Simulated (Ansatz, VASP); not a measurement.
# Cross-check of NaVF3 between VASP and Ansatz, part 2 of 2

Wanted: the spread between two codes on one cell, functional and k mesh. The cell is taken from a series of runs on this material, whose earlier steps may have relaxed, scaled, displaced or heated it; both programs get it as it stands.

VASP 6.6.1 and Ansatz 0.2.0.

So far: The structure; Ansatz: relaxation of cell and atoms, PBEsol.

## Step 3: VASP: relaxation of cell and atoms, PBEsol

Level of this step: PBEsol, spin-polarised from an antiferromagnetic start; plane waves and PAW (Na_pv, V_sv, F) (VASP).

The same cell, functional, mesh and smearing now go to VASP, with its own data sets.

Lines of VASP's logs that name or quote its potential files are left out, and so is its time.

INCAR reads:

```
SYSTEM = NaVF3
PREC = Accurate
ENCUT = 600
EDIFF = 1E-07
NELM = 200
ISMEAR = 0
SIGMA = 0.15
LREAL = .FALSE.
ALGO = Normal
GGA = PS
NBANDS = 56
ISPIN = 2
MAGMOM = -0 -0 2.14 -2.14 -0 -0 -0 -0 -0 -0
LASPH = .TRUE.
LMAXMIX = 4
LORBIT = 11
LWAVE = .FALSE.
LCHARG = .FALSE.
ISIF = 3
IBRION = 2
NSW = 80
EDIFFG = -0.005
GGA_COMPAT = .FALSE.
NELMIN = 4
KPAR = 2
```

POSCAR reads:

```
NaVF3
1.0
    2.8234440000      1.6301160000      4.4364470000
   -2.8234440000      1.6301160000      4.4364470000
    0.0000000000     -3.2602330000      4.4364470000
Na V F
2 2 6
Direct
    0.7500000955      0.7500000955      0.7499998654
    0.2500000068      0.2500000068      0.2499999301
    0.5000000887      0.5000000887      0.4999999353
    0.0000000000      0.0000000000      0.0000000000
    0.7500000229      0.1497008847      0.3502991488
    0.2500000793      0.8502992176      0.6497006468
    0.1497007802      0.3502994108      0.7499998654
    0.8502993221      0.6497006915      0.2499999301
    0.6497007960      0.2499999342      0.8502992134
    0.3502993062      0.7500001680      0.1497005821
```

KPOINTS reads:

```
Automatic mesh
0
Gamma
6 6 6
0 0 0
```

The projector-augmented-wave data sets are Na_pv, V_sv and F (PBE family, release 64).

Launch:

```console
$ mpirun -np 2 vasp_std
```

Numbers of over 12 decimals in the logs are rounded to 6 here.

The program printed:

```text
[banner, memory and clock lines left out]
running    2 mpi-ranks, on    1 nodes
 distrk:  each k-point on    1 cores,    2 groups
 distr:  one band on    1 cores,    1 groups

 POSCAR found type information on POSCAR NaV F
 POSCAR found :  3 types and      10 ions
|                                                                             |
|               ----> ADVICE to this user running VASP <----                  |
|                                                                             |
|     You enforced a specific xc type in the INCAR file but a different       |
|     [... a line on the potential file left out ...]
|     I HOPE YOU KNOW WHAT YOU ARE DOING!                                     |
|                                                                             |

 LDA part: xc-table for (Slater+PW92), standard interpolation
 POSCAR, INCAR and KPOINTS ok, starting setup
 FFT: planning ... GRIDC
 FFT: planning ... GRID_SOFT
 FFT: planning ... GRID
 WAVECAR not read
 entering main loop
       N       E                     dE             d eps       ncg     rms          rms(c)
DAV:   1     0.127432060107E+04    0.12743E+04   -0.46242E+04  7184   0.190E+03
DAV:   2     0.105409443095E+03   -0.11689E+04   -0.10855E+04  7384   0.566E+02
DAV:   3    -0.558628899109E+02   -0.16127E+03   -0.15714E+03  7808   0.212E+02
DAV:   4    -0.625975414586E+02   -0.67347E+01   -0.66637E+01  8224   0.453E+01
DAV:   5    -0.627353734619E+02   -0.13783E+00   -0.13771E+00  7920   0.725E+00    0.240E+01
DAV:   6    -0.592573809293E+02    0.34780E+01   -0.24186E+01  8312   0.306E+01    0.115E+01
DAV:   7    -0.590721372969E+02    0.18524E+00   -0.26011E+00  7376   0.123E+01    0.978E+00
DAV:   8    -0.591130320092E+02   -0.40895E-01   -0.49566E-01  8832   0.441E+00    0.507E+00
DAV:   9    -0.591033523012E+02    0.96797E-02   -0.77929E-02  9144   0.304E+00    0.148E+00
DAV:  10    -0.591142367936E+02   -0.10884E-01   -0.27027E-02  7816   0.988E-01    0.272E-01
DAV:  11    -0.591146087667E+02   -0.37197E-03   -0.17513E-03  9080   0.299E-01    0.148E-01
DAV:  12    -0.591150492273E+02   -0.44046E-03   -0.47340E-04  8024   0.200E-01    0.668E-02
DAV:  13    -0.591151377518E+02   -0.88525E-04   -0.17128E-04  8816   0.130E-01    0.504E-02
DAV:  14    -0.591151520746E+02   -0.14323E-04   -0.49283E-05  7736   0.400E-02    0.942E-03
DAV:  15    -0.591151519791E+02    0.95417E-07   -0.30509E-06  8800   0.114E-02    0.617E-03
DAV:  16    -0.591151522738E+02   -0.29467E-06   -0.40708E-07  7000   0.734E-03    0.456E-03
DAV:  17    -0.591151523610E+02   -0.87231E-07   -0.10951E-07  5480   0.237E-03
   1 F= -.59115152E+02 E0= -.59115151E+02  d E =-.591152E+02  mag=     0.0000
[...]
2 F= -.59115220E+02 E0= -.59115218E+02  d E =-.675624E-04  mag=     0.0000
[...]
3 F= -.59115252E+02 E0= -.59115250E+02  d E =-.994590E-04  mag=     0.0000
[...]
4 F= -.59115305E+02 E0= -.59115304E+02  d E =-.532523E-04  mag=     0.0000
 ZBRENT: can't locate minimum, use default step
 trial-energy change:   -0.000053  1 .order   -0.000055   -0.000061   -0.000049
 step:   2.7894(harm=  3.6595)  dis= 0.00138  next Energy=   -59.115411 (dE=-0.159E-03)
 bond charge predicted
       N       E                     dE             d eps       ncg     rms          rms(c)
DAV:   1    -0.591172796761E+02   -0.19747E-02   -0.13035E-01  7328   0.237E+00    0.366E-01
DAV:   2    -0.591156900525E+02    0.15896E-02   -0.52207E-03  8504   0.478E-01    0.170E-01
DAV:   3    -0.591154326208E+02    0.25743E-03   -0.12223E-03  8448   0.208E-01    0.638E-02
DAV:   4    -0.591154115580E+02    0.21063E-04   -0.99390E-05  8296   0.681E-02    0.302E-02
DAV:   5    -0.591154012859E+02    0.10272E-04   -0.12629E-05  9624   0.292E-02    0.124E-02
DAV:   6    -0.591154019753E+02   -0.68947E-06   -0.24235E-06  8344   0.109E-02    0.373E-03
DAV:   7    -0.591154021617E+02   -0.18641E-06   -0.19280E-07  5880   0.359E-03    0.184E-03
DAV:   8    -0.591154021910E+02   -0.29284E-07   -0.46606E-08  4352   0.145E-03
   5 F= -.59115402E+02 E0= -.59115401E+02  d E =-.150371E-03  mag=     0.0000
 curvature:  -2.88 expect dE=-0.136E-04 dE for cont linesearch -0.126E-04
 trial: gam=-0.11707 g(F)=  0.217E-05 g(S)=  0.257E-05 ort = 0.257E-04 (trialstep = 0.112E+01)
 search vector abs. value=  0.787E-06
 reached required accuracy - stopping structural energy minimisation
```

OUTCAR, selected parts (step 3):

```text
ion  position               nearest neighbor table
   1  0.750  0.750  0.750-   7 2.26   5 2.26  10 2.26
   2  0.250  0.250  0.250-   8 2.26   6 2.26   9 2.26
   3  0.500  0.500  0.500-   6 2.05   8 2.05   5 2.05   7 2.05   9 2.05  10 2.05
   4  0.000  0.000  0.000-  10 2.05   9 2.05   5 2.05   8 2.05   6 2.05   7 2.05
   5  0.750  0.150  0.350-   3 2.05   4 2.05   1 2.26
   6  0.250  0.850  0.650-   3 2.05   4 2.05   2 2.26
   7  0.150  0.350  0.750-   3 2.05   4 2.05   1 2.26
   8  0.850  0.650  0.250-   3 2.05   4 2.05   2 2.26
   9  0.650  0.250  0.850-   4 2.05   3 2.05   2 2.26
  10  0.350  0.750  0.150-   4 2.05   3 2.05   1 2.26

  LATTYP: Found a trigonal (rhomboedric) cell.
 ALAT       =     5.5055591177
 COS(alpha) =     0.4740001751

 Subroutine GETGRP returns: Found 12 space group operations
 (whereof  6 operations were pure point group operations)

The static configuration has the point symmetry S_6 .
 The point group associated with its full space group is D_3d.

 Found     32 irreducible k-points:

   k-points           NKPTS =     32   k-points in BZ     NKDIM =     32   number of bands    NBANDS=     56

   dimension x,y,z NGX =    48 NGY =   48 NGZ =   48
   dimension x,y,z NGXF=    96 NGYF=   96 NGZF=   96

   ENCUT  =  600.0 eV  44.10 Ry    6.64 a.u.  11.00 11.00 11.00*2*pi/ulx,y,z

   NELECT =      82.0000    total number of electrons

 k-points in reciprocal lattice and weights: Automatic mesh
   0.00000000  0.00000000  0.00000000       0.005
   0.16666667  0.00000000  0.00000000       0.028
   0.33333333  0.00000000  0.00000000       0.028
   0.50000000 -0.00000000  0.00000000       0.014
   0.16666667  0.16666667  0.00000000       0.028
   0.33333333  0.16666667  0.00000000       0.056
   0.50000000  0.16666667 -0.00000000       0.056
  -0.33333333  0.16666667 -0.00000000       0.056
  -0.16666667  0.16666667  0.00000000       0.028
[...]
-0.33333333  0.50000000  0.33333333       0.028
   0.50000000  0.50000000  0.50000000       0.005

 average (electrostatic) potential at core
       1 -45.6805       2 -45.6805       3 -74.7299       4 -74.7299       5 -76.8170
       6 -76.8170       7 -76.8170       8 -76.8170       9 -76.8170      10 -76.8170

 E-fermi :   5.2647

 spin component 1
 k-point     1 :       0.0000    0.0000    0.0000
  band No.  band energies     occupation
    ...
     37      -1.3251      1.00000
     38      -1.2168      1.00000
     39       4.5918      1.00000
     40       4.6754      1.00000
     41       4.6754      1.00000
     42       5.6266      0.00032
     43       6.4884      0.00000
     44       6.4884      0.00000
     45       7.5711      0.00000
     46       7.6875      0.00000
    ...

 k-point     2 :       0.1667    0.0000    0.0000
  band No.  band energies     occupation
    ...
     37      -1.3194      1.00000
     38      -1.2637      1.00000
     39       4.6388      1.00000
     40       4.6964      1.00000
     41       4.7004      1.00000
     42       5.9352      0.00000
     43       6.5703      0.00000
     44       6.5881      0.00000
     45       7.5483      0.00000
     46       7.6420      0.00000
    ...

 k-point     3 :       0.3333    0.0000    0.0000
  band No.  band energies     occupation
    ...
     37      -1.3237      1.00000
     38      -1.2975      1.00000
     39       4.7064      1.00000
     40       4.7398      1.00000
     41       4.7496      1.00000
     42       6.6535      0.00000
     43       6.8235      0.00000
     44       6.8786      0.00000
     45       7.5149      0.00000
     46       7.5398      0.00000
    ...

 k-point     4 :       0.5000   -0.0000    0.0000
  band No.  band energies     occupation
    ...
     37      -1.3350      1.00000
     38      -1.3280      1.00000
     39       4.7344      1.00000
     40       4.7620      1.00000
     41       4.7736      1.00000
     42       6.8550      0.00000
     43       6.9973      0.00000
     44       7.3584      0.00000
     45       7.4701      0.00000
     46       7.5264      0.00000
    ...

 k-point     5 :       0.1667    0.1667    0.0000
  band No.  band energies     occupation
    ...
     37      -1.3287      1.00000
     38      -1.2962      1.00000
     39       4.6393      1.00000
     40       4.6951      1.00000
     41       4.7153      1.00000
     42       6.0166      0.00000
     43       6.4928      0.00000
     44       6.7192      0.00000
     45       7.5359      0.00000
     46       7.6203      0.00000
    ...

 k-point     6 :       0.3333    0.1667    0.0000
  band No.  band energies     occupation
    ...
     37      -1.3435      1.00000
     38      -1.3157      1.00000
     39       4.6807      1.00000
     40       4.7240      1.00000
     41       4.7526      1.00000
     42       6.4965      0.00000
     43       6.5900      0.00000
     44       7.0590      0.00000
     45       7.5171      0.00000
     46       7.5446      0.00000
    ...

  Total        0.0034441      0.0034441     -0.0225463      0.0000000      0.0000000      0.0000000
  in kB        0.0450658      0.0450658     -0.2950178      0.0000000      0.0000000      0.0000000
  external PRESSURE =      -0.0682954 kB  Pullay stress =       0.0000000 kB

  energy-cutoff  :      600.00
  volume of cell :      122.44
      direct lattice vectors                 reciprocal lattice vectors
     2.826325796  1.631779807  4.424891461     0.176908126  0.102137943  0.075331422
    -2.826325796  1.631779807  4.424891461    -0.176908126  0.102137943  0.075331422
     0.000000000 -3.263560612  4.424891460     0.000000000 -0.204275886  0.075331399

 POSITION                                       TOTAL-FORCE (eV/Angst)
 -----------------------------------------------------------------------------------
      0.00000      0.00000      9.95601         0.000000      0.000000     -0.000000
      0.00000      0.00000      3.31867        -0.000000      0.000000     -0.000000
      0.00000      0.00000      6.63734         0.000000      0.000000      0.000000
     -0.00000     -0.00000      0.00000        -0.000000     -0.000000     -0.000000
      1.69772      0.32302      5.53111         0.001369     -0.002371     -0.000000
     -1.69772     -0.32302      7.74356        -0.001369      0.002371      0.000000
     -0.56911     -1.63178      5.53111        -0.002738     -0.000000      0.000000
      0.56911      1.63178      7.74356         0.002738      0.000000      0.000000
      1.12861     -1.30876      7.74356        -0.001369     -0.002371     -0.000000
     -1.12861      1.30876      5.53111         0.001369      0.002371      0.000000
 -----------------------------------------------------------------------------------
    total drift:                               -0.000289     -0.000913      0.004326

  FREE ENERGIE OF THE ION-ELECTRON SYSTEM (eV)
  ---------------------------------------------------
  free  energy   TOTEN  =       -59.1154021910 eV

  energy  without entropy=      -59.1153994509  energy(sigma->0) =      -59.11540082

 reached required accuracy - stopping structural energy minimisation

 total charge
# of ion       s       p       d       tot
------------------------------------------
    1        0.038   5.983   0.000   6.021
    2        0.038   5.983   0.000   6.021
    3        2.144   6.131   3.165  11.440
    4        2.144   6.131   3.165  11.440
    5        1.723   4.374   0.000   6.097
    6        1.723   4.374   0.000   6.097
    7        1.723   4.374   0.000   6.097
    8        1.723   4.374   0.000   6.097
    9        1.723   4.374   0.000   6.097
   10        1.723   4.374   0.000   6.097
--------------------------------------------------
tot         14.703  50.473   6.331  71.507

 magnetization (x)
# of ion       s       p       d       tot
------------------------------------------
    1        0.000   0.000   0.000   0.000
    2        0.000   0.000   0.000   0.000
    3        0.015   0.013   2.582   2.610
    4       -0.015  -0.013  -2.582  -2.610
    5        0.000   0.000   0.000   0.000
    6        0.000   0.000   0.000   0.000
    7        0.000   0.000   0.000   0.000
    8        0.000   0.000   0.000   0.000
    9        0.000   0.000   0.000   0.000
   10        0.000   0.000   0.000   0.000
--------------------------------------------------
tot          0.000   0.000   0.000   0.000

[... 6 further parts left out ...]
```

## Step 4: Comparison

Known differences besides the potentials themselves: VASP starts from the moments at which Ansatz ended; the data sets hold 86 valence electrons in Ansatz (on its PAW soft_1 files) and 82 in VASP; the cutoff is 420 eV in Ansatz and 600 eV in VASP; Ansatz makes its cores anew for this functional, VASP keeps those of its PBE data sets; Ansatz adds a Pulay correction to the stress that steers its cell, VASP none; site moments are counted in spheres of each program's own size. Total energies have different zeros and are not compared.

Both answers:

```csv
quantity,Ansatz,VASP,difference
volume (Å³),122.49,122.44,+0.03 %
"edge a after relaxation, in the typed setting (Å)",5.504,5.498,+0.11 %
moment on V4 (μB),-2.14,-2.61,+0.47
moment on V3 (μB),2.14,2.61,-0.47
```

## Step 5: Outcome

* difference in edge a after relaxation, in the typed setting (relaxation of cell and atoms, PBEsol): 0.11 %

In words: The difference in edge a after relaxation, in the typed setting is 0.11 % (relaxation of cell and atoms, PBEsol), within the 1.2 % picked in this series as the mark of a large difference, as far as the stopping tolerances let one tell. The data sets hold unlike numbers of valence electrons (86 in Ansatz and 82 in VASP), so part of the differences comes from the potentials. 1 further run of this series is not shown here. How closely two codes agree says nothing of how well the functional describes the real material.

[Lines on the potential files, build, host, timing and source positions are cut from VASP's logs without a mark.]

[Logs are printed without paths, hosts, clocks, repeated set-up lines and the standing remarks that a program may print on its own settings, such as how far it seeks lower states.]

[Hosts, paths, dates, database ids (printed as entryN), source tags and the programs' standing remarks are cut or masked in the printed files.]
